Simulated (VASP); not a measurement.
Consider the following.

```xyz
2
Lattice="0.0000 2.4889 2.4889 2.4889 0.0000 2.4889 2.4889 2.4889 0.0000" Properties=species:S:1:pos:R:3 pbc="T T T"
Eu     0.0000     0.0000     0.0000
O      2.4889     2.4889     2.4889
```

Calculation: PBE GGA, VASP's PBE PAW potentials (set 64) (plane waves; VASP 6.6.1). Numerical set-up: 520 eV cut-off, Gaussian smearing of 0.050 eV, potentials Eu_2 O.

The 4f electrons are frozen in the core of the lanthanide potential, so 4f levels, which can set the real gap, and their magnetism are missing.

Task: Give the energies of bands 5 to 10 at the high-symmetry points, in eV from the valence-band maximum.

Result: 
```json
[
 {"band": "5", "Γ": "-0.06", "X": "-0.11", "U": "-1.08", "L": "-2.58", "W": "-1.45"},
 {"band": "6", "Γ": "-0.06", "X": "0.00", "U": "-0.70", "L": "-1.54", "W": "-0.27"},
 {"band": "7", "Γ": "-0.06", "X": "0.00", "U": "-0.25", "L": "-1.54", "W": "-0.27"},
 {"band": "8", "Γ": "4.46", "X": "2.72", "U": "4.53", "L": "6.70", "W": "5.98"},
 {"band": "9", "Γ": "6.01", "X": "8.33", "U": "8.29", "L": "9.19", "W": "5.98"},
 {"band": "10", "Γ": "6.01", "X": "10.77", "U": "9.44", "L": "9.19", "W": "9.23"}
]
```

The gap is direct, 2.72 eV, from the valence maximum at X to the conduction minimum at X.

The compound is EuO in the rock salt structure. It was relaxed first, which changed the volume by -9 %.
